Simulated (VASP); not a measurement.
# AlSiGeN: structure and properties in VASP, part 2 of 2

Wanted: the relaxed cell of AlSiGeN and its properties. The cell is invented: it takes the structure of a Materials Project entry for AlSiCN (space group 156 there), with some of its atoms replaced by other elements, volume scaled by an estimate. It may not be a known or stable phase.

VASP 6.6.1, plane waves and PAW; the level of theory is named at each step.

So far. Step 6 (Density of states (PBEsol + D4)): The finer mesh and the other smearing move the Fermi level by +0.13 eV from the 7×7×4 run, one measure of the sampling error in the zero of the bands above. Step 7 (Bands along the symmetry lines (r2SCAN)): At these settings, which differ from those of the relaxation, the cell is under a pressure of 1.7 GPa.

## 8. Vibrations at Γ (PBEsol + D4)

This step: PBEsol with D4; plane waves and PAW (Ge_d, Si, Al, N); invented cell (VASP 6.6.1).

Zone-centre modes test whether the atoms sit at a minimum within this cell. IBRION = 6 takes the force constants from differences of forces between displaced cells, so the forces must be tight.

INCAR

```
SYSTEM = AlSiGeN
PREC = Accurate
ENCUT = 520
EDIFF = 1E-08
NELM = 100
ISMEAR = 0
SIGMA = 0.05
LREAL = .FALSE.
ALGO = Normal
GGA = PS
IVDW = 13
LORBIT = 11
LWAVE = .FALSE.
LCHARG = .FALSE.
KPAR = 2
IBRION = 6
NFREE = 2
POTIM = 0.015
ISIF = 2
NSW = 1
```

POSCAR

```
AlSiGeN
1.0
    3.4936646150     -0.0000000340      0.0000000000
   -1.7468328718      3.0256021432      0.0000000000
    0.0000000000      0.0000000000      5.7798579390
Ge Si Al N
1 1 1 1
Direct
    0.6666666700      0.3333333300      0.1248462710
    0.0000000000      0.0000000000      0.9429116601
    0.6666666700      0.3333333300      0.5528121568
    0.0000000000      0.0000000000      0.6294299119
```

KPOINTS

```
Automatic mesh
0
Gamma
7 7 4
0 0 0
```

PAW data sets: Ge_d, Si, Al and N (PBE family, release 64).

Command:

```console
$ mpirun -np 2 vasp_std
```

Wall time 2.5 min (2 MPI ranks of Intel Xeon 6975P-C (Granite Rapids), shared host); peak memory 0.76 GiB; 5 min of CPU time.

The last energy, forces, stress and levels in OUTCAR belong to the last displaced cell, not to the cell of POSCAR.

Numbers from this step:

* pressure of the cell: 0.01840 GPa
* largest force of the cell: 0.004473 eV/Å

Modes at Γ, with each element's share of the kinetic energy:

```tsv
mode	frequency (cm⁻¹)	symmetry	Ge %	Si %	Al %	N %
1	-0.8	acoustic	51	20	19	10
2	-0.5	acoustic	51	20	19	10
3	-0.5	acoustic	51	20	19	10
4	86.0	E	25	4	49	22
5	86.0	E	25	4	49	22
6	339.8	A1	20	1	78	0
7	377.8	A1	28	41	3	28
8	390.6	E	4	10	30	56
9	390.6	E	4	10	30	56
10	440.0	E	19	66	2	12
11	440.0	E	19	66	2	12
12	706.6	A1	0	38	0	62
```

Displacements in mode 4 (86.0 cm⁻¹), the largest set to 1:
```
Ge1 -0.32 -0.44  0.00
Si2 -0.20 -0.28  0.00
Al3  0.74  1.00  0.00
N4   0.68  0.92  0.00
```

Displacements in mode 12 (706.6 cm⁻¹), the largest set to 1:
```
Ge1  0.00  0.00  0.03
Si2  0.00  0.00 -0.55
Al3  0.00  0.00 -0.01
N4   0.00  0.00  1.00
```

The three acoustic modes lie within 0.8 cm⁻¹ of zero, and all others are real. By the characters of their eigenvectors the optical modes sort into (cm⁻¹) Raman active: E 86, A1 340, A1 378, E 391, E 440, A1 707; infrared active: E 86, A1 340, A1 378, E 391, E 440, A1 707.

## 9. Optical spectrum (PBEsol + D4)

LOPTICS sums transitions from filled to empty bands. The mesh is finer than in the run before. NBANDS is raised for it.

INCAR

```
SYSTEM = AlSiGeN
PREC = Accurate
ENCUT = 520
EDIFF = 1E-06
NELM = 100
ISMEAR = 0
SIGMA = 0.05
LREAL = .FALSE.
ALGO = Normal
GGA = PS
IVDW = 13
LORBIT = 11
LWAVE = .FALSE.
LCHARG = .FALSE.
KPAR = 2
LOPTICS = .TRUE.
NEDOS = 1500
CSHIFT = 0.1
NBANDS = 45
```

POSCAR is that of step 8.

KPOINTS

```
Automatic mesh
0
Gamma
11 11 6
0 0 0
```

Command:

```console
$ mpirun -np 2 vasp_std
```

The job ended after 42 s (2 MPI ranks; peak memory 1 GiB; 83 s of CPU time).

On this mesh force components of up to 0.09 eV/Å appear, so the relaxed positions are not converged with the sampling. These are independent-particle spectra without excitons or local fields, and fine structure depends on the mesh and on CSHIFT. The intraband (Drude) part is not in this spectrum.

Numbers from this step:

```yaml
scf_cycles: 13
bands: 45
irreducible_k_points: 84
free_energy_toten: -25.27 eV
energy_at_zero_smearing: -25.27 eV
fermi_energy: 7.627 eV
pressure: -0.02556 GPa
```

The imaginary dielectric function has structure finer than the step of the table below, so its rows give means over 1 eV, whole bins alone (the curve runs from 0 to 25.0 eV). Peaks (eV: height): xx 0.8: 14.4, 1.8: 8.54, 3.2: 22.0, 4.4: 11.5, 5.7: 12.7; zz 3.3: 19.4, 4.0: 15.5, 4.5: 16.7.

Table of imaginary dielectric function by photon energy; means over each step:

```tsv
photon energy (eV)	xx	zz
1	7.85	0.611
2	5.12	1.19
3	13.5	8.13
4	9.89	13.0
5	9.42	13.9
6	10.2	12.0
7	6.36	8.57
8	4.78	4.99
9	3.67	3.18
10	2.63	2.03
11	1.79	1.08
12	1.18	0.775
13	0.850	0.716
14	0.613	0.644
15	0.420	0.556
16	0.345	0.368
17	0.276	0.268
18	0.255	0.216
19	0.231	0.214
20	0.189	0.187
21	0.198	0.161
22	0.195	0.142
23	0.192	0.140
24	0.169	0.138
```

Real dielectric function against photon energy:

```tsv
photon energy (eV)	xx	zz
0.0	20.5	10.5
0.5	21.1	10.8
1.0	7.61	10.8
1.5	11.3	11.2
2.0	8.17	12.0
2.5	14.4	14.2
3.0	13.9	18.1
3.5	1.61	6.92
4.0	4.92	9.20
4.5	2.36	6.33
5.0	2.78	2.34
5.5	3.40	1.67
6.0	-1.77	-0.198
6.5	-2.49	-4.37
7.0	-2.49	-3.41
7.5	-2.40	-4.95
8.0	-2.18	-4.35
8.5	-2.43	-3.67
9.0	-2.05	-3.63
9.5	-2.41	-3.12
10.0	-2.05	-2.62
10.5	-2.14	-2.54
11.0	-1.88	-2.18
11.5	-1.61	-1.57
12.0	-1.52	-1.18
12.5	-1.21	-0.996
13.0	-1.08	-0.879
13.5	-0.926	-0.728
14.0	-0.792	-0.613
14.5	-0.688	-0.571
15.0	-0.473	-0.475
15.5	-0.379	-0.451
16.0	-0.294	-0.377
16.5	-0.169	-0.228
17.0	-0.112	-0.190
17.5	0.00450	-0.0540
18.0	0.0509	0.00289
18.5	0.109	0.0972
19.0	0.153	0.115
19.5	0.181	0.159
20.0	0.244	0.217
20.5	0.308	0.247
21.0	0.367	0.304
21.5	0.352	0.327
22.0	0.404	0.368
22.5	0.421	0.407
23.0	0.417	0.442
23.5	0.441	0.459
24.0	0.461	0.485
24.5	0.480	0.521
```

Force by atom:

```tsv
atom	x (eV/Å)	y (eV/Å)	z (eV/Å)	size
Ge1	0.0000	0.0000	0.0631	0.0631
Si2	0.0000	0.0000	-0.0889	0.0889
Al3	0.0000	0.0000	0.0025	0.0025
N4	0.0000	0.0000	0.0234	0.0234
```

## 10. Elastic tensor by finite strains (PBEsol + D4)

IBRION = 6 with ISIF = 3 strains the cell both ways at fixed fractional positions, and adds the ions' share afterwards from the force constants. Stress converges slowly with the basis, so the cutoff is raised.

INCAR

```
SYSTEM = AlSiGeN
PREC = Accurate
ENCUT = 560
EDIFF = 1E-07
NELM = 100
ISMEAR = 0
SIGMA = 0.05
LREAL = .FALSE.
ALGO = Normal
GGA = PS
IVDW = 13
LORBIT = 11
LWAVE = .FALSE.
LCHARG = .FALSE.
KPAR = 2
IBRION = 6
NFREE = 2
POTIM = 0.015
ISIF = 3
NSW = 1
```

POSCAR is that of step 9.

KPOINTS

```
Automatic mesh
0
Gamma
7 7 4
0 0 0
```

Command:

```console
$ mpirun -np 2 vasp_std
```

It took 10 s on 2 MPI ranks.

The run ended with an error.

VASP's message: “RE_READ_KPOINTS: the new IBZ does not contain all k-points of the original IBZ.”. No number of this run is used.

## 11. Total and projected DOS (PBEsol + D4), changed input

A density of states needs more k-points than a total energy; ISMEAR = -5 takes tetrahedra, and LORBIT projects the states on the PAW spheres. The mesh is finer than in the run before. Some settings are moved from the usual, to see what they do.

INCAR

```
SYSTEM = AlSiGeN
PREC = Accurate
ENCUT = 520
EDIFF = 1E-06
NELM = 100
ISMEAR = -5
SIGMA = 0.05
LREAL = .FALSE.
ALGO = Normal
GGA = PS
IVDW = 13
LORBIT = 11
LWAVE = .FALSE.
LCHARG = .FALSE.
KPAR = 2
NEDOS = 2001
NELMIN = 8
NELECT = 26.02
```

POSCAR is that of step 10.

KPOINTS

```
Automatic mesh
0
Gamma
11 11 6
0 0 0
```

Command:

```console
$ mpirun -np 2 vasp_std
```

Elapsed: 19 s, on 2 MPI ranks; peak memory 0.5 GiB; 36 s of CPU time.

The run converged; its settings lie outside those of the reference runs, so its numbers are set aside.

Settings moved from the usual: NELMIN = 8 and NELECT = 26.02.

NELECT differs from the neutral count, so the cell is charged against a uniform background: another system, not a numerical setting. NELMIN acts on the way to self-consistency or on speed; a fully converged result doesn't depend on them, though slow mixing can meet EDIFF with the stress still off.

## 12. Outcome

```json
{"relaxed volume": "15.27 Å³/atom", "relaxed conventional cell a, b, c": "3.494, 3.494, 5.780 Å; angles 90.0, 90.0, 120.0°", "space group after relaxing, within 0.02 Å": "P3m1 (No. 156)", "band gap": "none, a metal", "DOS at the Fermi level": "0.381 states/eV/cell", "band gap (r2SCAN)": "none, a metal", "highest zone-centre mode": "707 cm⁻¹"}
```

What this shows: With PBEsol + D4, AlSiGeN relaxes to 15.27 Å³/atom in space group P3m1 (held by the symmetry of the run) and comes out as a metal. Not obtained: elastic tensor by finite strains (PBEsol + D4), because the run crashed. Band structure (PBEsol + D4): Of the bands kept, 3 cross the Fermi level on this path. Bands along the symmetry lines (r2SCAN): Of the bands kept, 3 cross the Fermi level on this path. Vibrations at Γ (PBEsol + D4): The highest mode in this list at Γ, 706.6 cm⁻¹, has its largest share on N (62 % of the kinetic energy). The other levels ran on the cell relaxed with PBEsol + D4, and without spin-orbit coupling unless named. Spin-orbit coupling is left out; it would split some degenerate bands. The k-sampling is coarse for a metal, so the Fermi level, pressures and the shape of the cell carry errors. Modes at Γ alone can't show that the crystal is stable at other wave vectors. No search among competing phases was made. All values are for a static lattice at zero temperature.

[Lines on the potential files, build, host, timing and source positions are cut from VASP's logs without a mark.]

[Logs are printed without paths, hosts, clocks, repeated set-up lines and the standing remarks that a program may print on its own settings, such as how far it seeks lower states.]

[Hosts, paths, dates, database ids (printed as entryN), source tags and the programs' standing remarks are cut or masked in the printed files.]

[A measured line is paired with the nearest computed mode of its activity, which favours agreement.]
